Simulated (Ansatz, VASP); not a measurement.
# Cross-check of SrZrSeO2 between VASP and Ansatz, part 3 of 3

One calculation is typed for both programs; each brings its own data sets. How far apart do they land? The cell is generated by rule, not measured, and may not be a known phase. Of the first pair: The cell is taken from a series of runs on this material, whose earlier steps may have relaxed, scaled, displaced or heated it; both programs get it as it stands.

VASP 6.6.1 and Ansatz 0.2.0.

So far: VASP: relaxation of cell and atoms, PBEsol, pair 1; Ansatz: relaxation of cell and atoms, PBEsol, pair 1; Comparison; Ansatz: relaxation of cell and atoms, PBEsol, pair 2; VASP: relaxation of cell and atoms, PBEsol, pair 2; Side by side.

## 8. VASP: relaxation of cell and atoms, PBEsol, pair 3

Level of this step: PBEsol; plane waves and PAW (Sr_sv, Zr_sv, O, Se); invented cell (VASP).

The relaxed volume is the usual yardstick between codes: in a stiff, nearly cubic crystal its relative difference is about their pressure difference at one cell divided by the bulk modulus. Its start cell is another than that of the pair before, and may be another structure of the material.

The input, INCAR:

```
SYSTEM = SrZrSeO2
PREC = Accurate
ENCUT = 600
EDIFF = 1E-07
NELM = 120
ISMEAR = 0
SIGMA = 0.1
LREAL = .FALSE.
ALGO = Normal
GGA = PS
NBANDS = 26
LASPH = .TRUE.
LORBIT = 11
LWAVE = .FALSE.
LCHARG = .FALSE.
ISIF = 3
IBRION = 2
NSW = 80
EDIFFG = -0.005
GGA_COMPAT = .FALSE.
NELMIN = 4
KPAR = 2
```

The input, POSCAR:

```
SrZrSeO2
1.0
    5.4753155181      0.0000000000      0.0000000000
    0.0000000000      4.2755392973      0.0000000000
    0.0000000000      0.0000000000      4.2755392973
Sr Zr O Se
1 1 2 1
Direct
    0.0000000000      0.0000000000      0.0000000000
    0.5000000000      0.5000000000      0.5000000000
    0.0000000000      0.0000000000      0.5000000000
    0.0000000000      0.5000000000      0.0000000000
    0.5000000000      0.0000000000      0.0000000000
```

The input, KPOINTS:

```
Automatic mesh
0
Gamma
6 6 6
0 0 0
```

The projector-augmented-wave data sets are Sr_sv, Zr_sv, O and Se (PBE family, release 64).

Run with:

```
$ mpirun -np 2 vasp_std
```

Numbers of over 12 decimals in the logs are rounded to 6 here.

The program printed:

```text
[... set-up lines as in an earlier step ...]
 entering main loop
       N       E                     dE             d eps       ncg     rms          rms(c)
DAV:   1     0.323282131665E+03    0.32328E+03   -0.22609E+04  2080   0.163E+03
DAV:   2    -0.180732788171E+02   -0.34136E+03   -0.33337E+03  2602   0.364E+02
DAV:   3    -0.430287846064E+02   -0.24956E+02   -0.24847E+02  3158   0.911E+01
DAV:   4    -0.439966152046E+02   -0.96783E+00   -0.96585E+00  3062   0.151E+01
[...]
DAV:  18    -0.276882569962E+02    0.38789E-06   -0.51738E-07  1626   0.404E-03    0.125E-02
DAV:  19    -0.276882562652E+02    0.73102E-06   -0.24522E-06  2136   0.428E-03    0.660E-03
DAV:  20    -0.276882562395E+02    0.25698E-07   -0.11650E-07  1170   0.151E-03
   1 F= -.27688256E+02 E0= -.27682606E+02  d E =-.276883E+02
[...]
2 F= -.27696602E+02 E0= -.27690109E+02  d E =-.834531E-02
[...]
3 F= -.27696621E+02 E0= -.27690074E+02  d E =-.836493E-02
[...]
4 F= -.27696666E+02 E0= -.27689920E+02  d E =-.451281E-04
[...]
5 F= -.27696677E+02 E0= -.27689991E+02  d E =-.556576E-04
[...]
reached required accuracy - stopping structural energy minimisation
```

OUTCAR, selected parts (step 8):

```text
  Total        0.0003986     -0.0004686     -0.0004686      0.0000000      0.0000000      0.0000000
  in kB        0.0062941     -0.0074001     -0.0074001      0.0000000      0.0000000      0.0000000
  external PRESSURE =      -0.0028354 kB  Pullay stress =       0.0000000 kB

 POSITION                                       TOTAL-FORCE (eV/Angst)
 -----------------------------------------------------------------------------------
      0.00000      0.00000      0.00000         0.000000      0.000000      0.000000
      2.77418      2.13810      2.13810        -0.000000      0.000000      0.000000
      0.00000      0.00000      2.13810         0.000000      0.000000      0.000000
      0.00000      2.13810      0.00000         0.000000      0.000000      0.000000
      2.77418      0.00000     -0.00000         0.000000      0.000000      0.000000
 -----------------------------------------------------------------------------------
    total drift:                                0.000000     -0.000000      0.000000

  FREE ENERGIE OF THE ION-ELECTRON SYSTEM (eV)
  ---------------------------------------------------
  free  energy   TOTEN  =       -27.6966768284 eV

  energy  without entropy=      -27.6833055215  energy(sigma->0) =      -27.68999117

[... 1 part as in an earlier step ...]

[... 3 further parts left out ...]
[key lines of the parts left out:]
E-fermi :   3.3354
```

The k-mesh is coarse for a metal.

## 9. Ansatz: relaxation of cell and atoms, PBEsol, pair 3

Its own start cell and the same functional, mesh and smearing now go to Ansatz, which takes its cutoff from its data sets.

The two relaxations start from unlike cells of this crystal, so only their ends are compared.

The input, input.yaml:

```yaml
crystal:
  lattice:
    - [4.20511, 0.0, 0.0]
    - [0.0, 4.20511, 0.0]
    - [0.0, 0.0, 4.20511]
  atoms:
    - { symbol: Sr, position: [0.0, 0.0, 0.0] }
    - { symbol: Zr, position: [0.5, 0.5, 0.5] }
    - { symbol: O, position: [0.0, 0.0, 0.5] }
    - { symbol: Se, position: [0.5, 0.0, 0.0] }
    - { symbol: O, position: [0.0, 0.5, 0.0] }
kpoints:
  mp_grid: { grid: [6, 6, 6] }
hamiltonian:
  xc: pbesol
scf:
  occupations: { method: gaussian, width: 0.1 }
output:
  forces: true
  stress: true
  eigenvalues: true
relax:
  adjacent_minimum: "off"
  f_tol: 0.05
  max_steps: 80
  cell: { stress_tol: 0.5 }
```

Run with:

```
$ ansatz run input.yaml --threads 8 --pin off --max-ram 14336MiB --backend cpu --events-out ev --progress --plain --runs-dir out
```

The program printed:

```text
[...]
Crystal: 5 atoms, lattice volume = 74.359 Å³
Basis set: ecut = 420 eV, 1419 PW (Γ), exchange–correlation on 60×60×60 points (8 copies of the dense FFT grid, shifted against one another)
Bands: 30, of which v1, the nominal top of the filled ones, is band 25 counted from 1 (24 counted from 0)
Symmetry: 16 space group operations
[...]
k-points: 40 of 216
[...]
--- Relaxed structure (9 steps of the walk, 9 accepted, 2 SCFs on fresh bases) ---
[...]
cell:  # Å, volume = 100.5501 Å³
    - [5.546723, 0, 0.0]
    - [0, 4.257681, 0.0]
    - [0.0, 0.0, 4.257681]
  atoms:
    - { symbol: Sr, position: [0, 0, 0.0] }
    - { symbol: Zr, position: [0.5, 0.500000, 0.500000] }
    - { symbol: O, position: [0, 0, 0.500000] }
    - { symbol: Se, position: [0.5, 0, 0.0] }
    - { symbol: O, position: [0, 0.500000, 0.0] }
[key lines of the parts left out:]
SCF converged after 6 iterations
Free energy (F): -14164.249490 eV
Fermi energy:    8.059872 eV
P = ⅓ Tr σ = -0.0985 GPa (-0.985 kbar)
```

## 10. Side by side

What differs besides the data sets and the points named for the pairs above, as far as they apply: the data sets hold 50 valence electrons in Ansatz (on its default PAW (the set named soft_2) files) and 40 in VASP. Total energies have different zeros and are not compared.

The two programs side by side:

```csv
quantity,Ansatz,VASP,difference
volume (Å³),100.55,101.46,-0.89 %
"edge a after relaxation, in the typed setting (Å)",5.547,5.548,-0.03 %
"edge b after relaxation, in the typed setting (Å)",4.258,4.276,-0.43 %
```

## 11. Summary of results

```json
{
  "difference in volume (relaxation of cell and atoms, PBEsol, pair 1)": "-0.38 %",
  "difference in volume (relaxation of cell and atoms, PBEsol, pair 2)": "-1.1 %",
  "difference in volume (relaxation of cell and atoms, PBEsol, pair 3)": "-0.89 %"
}
```

What this shows: The difference in volume is -1.1 % (relaxation of cell and atoms, PBEsol, pair 2), within the 1.2 % picked in this series as the mark of a large difference, as far as the stopping tolerances let one tell. The data sets hold unlike numbers of valence electrons (50 in Ansatz and 40 in VASP), so part of the differences comes from the potentials. 2 further runs of this series are not shown here. Such differences can come from data sets, numerical settings and the points named under the comparisons, not from the functional's error against experiment.

[Lines on the potential files, build, host, timing and source positions are cut from VASP's logs without a mark.]

[Logs are printed without paths, hosts, clocks, repeated set-up lines and the standing remarks that a program may print on its own settings, such as how far it seeks lower states.]

[Hosts, paths, dates, database ids (printed as entryN), source tags and the programs' standing remarks are cut or masked in the printed files.]
